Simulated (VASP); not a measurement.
The system is AlNi.

```
Al Ni
1.0
     2.88100    0.00000    0.00000
     0.00000    2.88100    0.00000
     0.00000    0.00000    2.88100
Al Ni
1 1
Direct
  0.00000 0.00000 0.00000
  0.50000 0.50000 0.50000
```

```yaml
Program: VASP 6.6.1
Task: relaxation of cell and atoms
Functional: PBE
Dispersion: D3(BJ)
Potentials_or_basis: VASP PAW PBE potentials, release 64 (Al, Ni)
Cutoff: 600 eV
k_mesh: 14 × 14 × 14
Occupations: methfessel-paxton, width 0.1 eV
Spin: no spin polarisation
```

At the start: pressure -4.0 GPa; volume 11.96 Å³/atom.

Question: Where does the relaxation end?

Answer: Over 3 steps the energy falls by 3.9 meV/atom and the volume is 11.66 Å³/atom (-2.5 %); space group Pm-3m (No. 221, to 0.05 Å).

Step by step:
```csv
step,energy change (eV),largest force (eV/Å),pressure (GPa),volume (Å³)
1,0.0000,0.0000,-4.04,23.91
2,-0.0033,0.0000,3.38,22.88
3,-0.0078,0.0000,0.01,23.32
```

Final structure:
```
CELL_PARAMETERS angstrom
2.85685 0.00000 0.00000
0.00000 2.85685 0.00000
0.00000 0.00000 2.85685
ATOMIC_POSITIONS crystal
Al 0.00000 0.00000 0.00000
Ni 0.50000 0.50000 0.50000
```

Caveat: pairwise dispersion overbinds metals, which lowers pressure and volume.
